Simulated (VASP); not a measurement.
Method: PBE GGA, VASP's PBE PAW potentials (set 64) (plane waves; VASP).

A VASP calculation is set up with these files.

INCAR:
```
! general
SYSTEM  = TaSi
PREC    = Accurate
ENCUT   = 400   ! plane-wave cut-off (eV)
LREAL   = .FALSE.   ! projection in real space or not
LASPH   = .TRUE.

! electronic loop
EDIFF   = 1E-7
NELM    = 100
ALGO    = Normal
LMAXMIX = 6   ! l cut-off of mixed one-centre charges

! smearing
ISMEAR  = -5   ! tetrahedra, Bloechl

! functional
GGA     = PE   ! PBE

! ions
ISIF    = 2

! output
LWAVE   = .FALSE.
LCHARG  = .TRUE.
LORBIT  = 11   ! lm-projected
NEDOS   = 601   ! DOS grid
```

File KPOINTS:
```
Automatic mesh
0
Gamma
13 13 13
0 0 0
```

File POSCAR:
```
TaSi
1
    3.1535158657    -0.0000000000     0.0000000000
   -0.0000000000     3.1535158657     0.0000000000
   -0.0000000000    -0.0000000000     3.1535158657
Ta Si
1 1
Direct
  0.0000000000   0.0000000000   0.0000000000
  0.5000000000   0.5000000000   0.5000000000
```

POTCAR, in this order: Ta_pv Si (PBE.64 set). Program: vasp_std.

The run wrote:

OSZICAR:
```
       N       E                     dE             d eps       ncg     rms          rms(c)
DAV:   1     0.594288314452E+02    0.59429E+02   -0.69342E+03  1848   0.102E+03
DAV:   2    -0.162858665572E+02   -0.75715E+02   -0.73113E+02  2073   0.254E+02
DAV:   3    -0.182364121157E+02   -0.19505E+01   -0.18267E+01  2426   0.361E+01
DAV:   4    -0.182713337525E+02   -0.34922E-01   -0.35170E-01  2234   0.417E+00
DAV:   5    -0.182718969819E+02   -0.56323E-03   -0.56964E-03  2301   0.478E-01    0.153E+01
DAV:   6    -0.174477240990E+02    0.82417E+00   -0.27450E+00  2134   0.133E+01    0.656E+00
DAV:   7    -0.174023760179E+02    0.45348E-01   -0.12073E-01  2256   0.314E+00    0.277E+00
DAV:   8    -0.173900257017E+02    0.12350E-01   -0.16615E-02  2111   0.102E+00    0.206E-01
DAV:   9    -0.173899979877E+02    0.27714E-04   -0.33830E-04  2244   0.189E-01    0.127E-01
DAV:  10    -0.173900121077E+02   -0.14120E-04   -0.47622E-05  2237   0.857E-02    0.967E-03
DAV:  11    -0.173900066061E+02    0.55016E-05   -0.26562E-06  2221   0.208E-02    0.832E-03
DAV:  12    -0.173900059122E+02    0.69398E-06   -0.10188E-07  1427   0.345E-03    0.403E-04
DAV:  13    -0.173900058440E+02    0.68136E-07   -0.11716E-08  1182   0.986E-04
   1 F= -.17390006E+02 E0= -.17390006E+02  d E =0.000000E+00
```

**OUTCAR**
```
------------------------ aborting loop because EDIFF is reached ----------------------------------------
  FORCE on cell =-STRESS in cart. coord.  units (eV):
  Direction    XX          YY          ZZ          XY          YZ          ZX
  --------------------------------------------------------------------------------------
  Total       -0.0445190     -0.0445190     -0.0445190     -0.0000000      0.0000000      0.0000000
  in kB       -2.2744213     -2.2744213     -2.2744213     -0.0000000      0.0000000      0.0000000
  external PRESSURE =      -2.2744213 kB  Pullay stress =       0.0000000 kB
  volume of cell :       31.36
      direct lattice vectors                 reciprocal lattice vectors
     3.153515866  0.000000000  0.000000000     0.317106380  0.000000000  0.000000000
     0.000000000  3.153515866  0.000000000     0.000000000  0.317106380  0.000000000
     0.000000000  0.000000000  3.153515866     0.000000000  0.000000000  0.317106380
 POSITION                                       TOTAL-FORCE (eV/Angst)
 -----------------------------------------------------------------------------------
      0.00000      0.00000      0.00000         0.000000      0.000000      0.000000
      1.57676      1.57676      1.57676         0.000000      0.000000      0.000000
 -----------------------------------------------------------------------------------
    total drift:                                0.000000      0.000000      0.000000
  FREE ENERGIE OF THE ION-ELECTRON SYSTEM (eV)
  ---------------------------------------------------
  free  energy   TOTEN  =       -17.3900058440 eV

  energy  without entropy=      -17.3900058440  energy(sigma->0) =      -17.39000584

 total charge

# of ion       s       p       d       tot
------------------------------------------
    1        0.321   6.142   2.440   8.903
    2        0.757   0.906   0.000   1.663
--------------------------------------------------
tot          1.078   7.048   2.440  10.566
```
(Selected blocks of OUTCAR.)

### OUTCAR
```
 val. band max:        8.1165589097   @ k =   0.2308   0.0000   0.0000

 cond. band min:       8.0252820522   @ k =   0.4615   0.3077   0.0769


 Fermi energy:         8.0039816327

 k-point     1 :       0.0000    0.0000    0.0000
  band No.  band energies     occupation
      1     -26.0485      2.00000
      2     -26.0485      2.00000
      3     -26.0485      2.00000
      4      -3.8678      2.00000
      5       5.2587      2.00000
      6       5.2587      2.00000
      7      10.2782      0.00000
      8      10.2782      0.00000
      9      10.2782      0.00000
     10      10.8069      0.00000
     11      10.8069      0.00000

 k-point     2 :       0.0769    0.0000    0.0000
  band No.  band energies     occupation
      1     -26.0694      2.00000
      2     -26.0467      2.00000
      3     -26.0467      2.00000
      4      -3.7579      2.00000
      5       5.2030      2.00000
      6       5.3149      2.00000
      7       9.6102     -0.01254
      8       9.6102      0.00000
      9      10.0279      0.00000
     10      10.8371      0.00000
     11      11.5209      0.00000

 k-point     3 :       0.1538    0.0000    0.0000
  band No.  band energies     occupation
      1     -26.1269      2.00000
      2     -26.0415      2.00000
      3     -26.0415      2.00000
      4      -3.4341      2.00000
      5       4.9140      2.00000
      6       5.4772      2.00000
      7       8.8121     -0.27759
      8       8.8121      0.00000
      9       9.7074      0.00000
     10      10.9222      0.00000
     11      12.4666      0.00000

 k-point     4 :       0.2308    0.0000    0.0000
  band No.  band energies     occupation
      1     -26.2070      2.00000
      2     -26.0343      2.00000
      3     -26.0343      2.00000
      4      -2.9134      2.00000
      5       4.2137      2.00000
      6       5.7271      2.00000
      7       8.1166      1.19439
      8       8.1166      0.46997
      9       9.8908      0.00000
...
```

For a metal the tetrahedron method with Blöchl corrections gives inexact stress and forces. Unless said otherwise, spin-orbit coupling is left out, though it shifts the bands of the heavy elements here.

The structure was generated: TaSi was put into the CsCl type type (Pm-3m), which need not be its known phase. It was relaxed first, which changed the volume by -36 %. The electron count is odd and the run is not spin-polarised, which forces a metal.
